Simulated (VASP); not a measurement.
Set up this calculation in VASP 6.6.1, as the native input.

```yaml
Task: relaxation of cell and atoms
Functional: PBEsol
Potentials_or_basis: VASP PAW PBE potentials, release 64 (Sr_sv, Nb_sv, Ti_sv, O)
Cutoff: 600 eV
k_mesh: 6 × 6 × 6
Occupations: gaussian, width 0.03 eV
Spin: no spin polarisation
Further_INCAR_settings: ALGO = Normal; EDIFF = 1e-06; IBRION = 2; EDIFFG = -0.01; NSW = 90; ISIF = 3
```

The structure of Sr4Ti3NbO12 lies in POSCAR:

```
Sr4Ti3NbO12
1.0
   -3.9463824400      3.9463824400      3.9463824400
    3.9463824400     -3.9463824400      3.9463824400
    3.9463824400      3.9463824400     -3.9463824400
Sr Nb Ti O
4 1 3 12
Direct
    0.5000000000      0.5000000000      0.5000000000
    0.0000000000      0.0000000000      0.5000000000
    0.0000000000      0.5000000000      0.0000000000
    0.5000000000      0.0000000000      0.0000000000
    0.0000000000      0.0000000000      0.0000000000
    0.5000000000      0.5000000000      0.0000000000
    0.5000000000      0.0000000000      0.5000000000
    0.0000000000      0.5000000000      0.5000000000
    0.0000000000      0.2500000000      0.2500000000
    0.5000000000      0.7500000000      0.2500000000
    0.5000000000      0.2500000000      0.7500000000
    0.0000000000      0.7500000000      0.7500000000
    0.2500000000      0.0000000000      0.2500000000
    0.7500000000      0.5000000000      0.2500000000
    0.7500000000      0.0000000000      0.7500000000
    0.2500000000      0.5000000000      0.7500000000
    0.2500000000      0.2500000000      0.0000000000
    0.7500000000      0.7500000000      0.0000000000
    0.7500000000      0.2500000000      0.5000000000
    0.2500000000      0.7500000000      0.5000000000
```

The cell was built by a generator and needn't be a form met in nature.

The input as run:

INCAR

```
  ALGO = Normal
  EDIFF = 1E-6
  EDIFFG = -0.01
  ENCUT = 600
  GGA = PS
  IBRION = 2
  ISIF = 3
  ISMEAR = 0
  KPAR = 4
  LASPH = T
  LCHARG = F
  LREAL = F
  LWAVE = F
  NELM = 80
  NSW = 90
  PREC = Accurate
  SIGMA = 0.03
```

KPOINTS

```
k-points
0
Gamma
  6 6 6
```

Potentials or basis: VASP PAW PBE potentials, release 64 (Sr_sv, Nb_sv, Ti_sv, O).

Command:

```sh
$ cat potpaw_PBE.64/Sr_sv/POTCAR potpaw_PBE.64/Nb_sv/POTCAR potpaw_PBE.64/Ti_sv/POTCAR potpaw_PBE.64/O/POTCAR > POTCAR
$ mpirun -np 4 vasp_std > vasp.out
```

Results of the run:

| Item | Value |
| --- | --- |
| Relaxed volume | 12.12 Å³/atom |
| Relaxed cell | a = 6.803 Å, b = 6.803 Å, c = 6.803 Å, α = 109.47°, β = 109.47°, γ = 109.47° |
| Space group after relaxing (to 0.05 Å) | Im-3m (No. 229) |
| Energy gained by relaxing | 1.5 meV/atom |
| Ionic steps | 5 |
| Pressure after relaxing | 0.0 GPa |
| Band gap on the k mesh | none (metal or under the smearing width) |

Caveat: the PAW data sets were made with another functional, which shifts forces and pressure a little; an odd number of electrons without spin polarisation forces a metal; a magnetic or distorted state may lie lower; semilocal functionals often make such compounds metallic where correlation or magnetic order opens a gap, which also shifts bond lengths.

It took 12 min on 4 MPI ranks on Intel(R) Xeon(R) Platinum 8375C CPU @ 2.90GHz (Ice Lake), on a shared host, peak memory 0.71 GiB a rank.
